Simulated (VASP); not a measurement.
NaSb2Au:

```xyz
4
Lattice="4.3573 0.0000 0.0000 -2.1787 3.7735 0.0000 0.0000 0.0000 6.8185" Properties=species:S:1:pos:R:3 pbc="T T T"
Na    0.0000    0.0000    3.4092
Sb    2.1787    1.2578    5.5661
Sb    0.0000    2.5157    1.2524
Au    0.0000    0.0000    0.0000
```

The cell was built by a generator and needn't be a form met in nature.

| Property | Result |
| --- | --- |
| Program | VASP 6.6.1 |
| Task | relaxation of cell and atoms |
| Functional | PBE |
| Potentials or basis | VASP PAW PBE potentials, release 64 (Na, Sb, Au) |
| Cutoff | 600 eV |
| k mesh | 5 × 5 × 3 |
| Occupations | fermi-dirac, width 0.05 eV |
| Spin | no spin polarisation |

At the start: pressure -0.1 GPa; volume 28.03 Å³/atom.

Where does the relaxation end?

Over 11 steps the energy falls by 2.5 meV/atom and the volume is 27.56 Å³/atom (-1.7 %); space group P-3m1 (No. 164, to 0.05 Å).

The path:
```
step  energy change (eV)  largest force (eV/Å)  pressure (GPa)  volume (Å³)
   1              0.0000                0.0086           -0.10       112.11
   2             -0.0023                0.0064           -0.02       111.84
   3             -0.0071                0.0564            0.21       111.00
   4             -0.0039                0.1870            0.73       109.26
   5             -0.0082                0.0930            0.36       110.46
   6             -0.0095                0.0540            0.06       110.84
   7             -0.0097                0.0363           -0.07       111.01
   8             -0.0097                0.0376           -0.06       110.99
   9             -0.0098                0.0332           -0.05       110.91
  10             -0.0101                0.0196           -0.03       110.69
  11             -0.0102                0.0074            0.01       110.24
```

Final structure:
```
CELL_PARAMETERS angstrom
4.40712 0.00008 -0.00005
-2.20349 3.81672 0.00005
-0.00008 0.00004 6.55354
ATOMIC_POSITIONS crystal
Na 0.00000 0.00000 0.50000
Sb 0.66668 0.33332 0.81414
Sb 0.33332 0.66668 0.18586
Au 0.00000 0.00000 0.00000
```
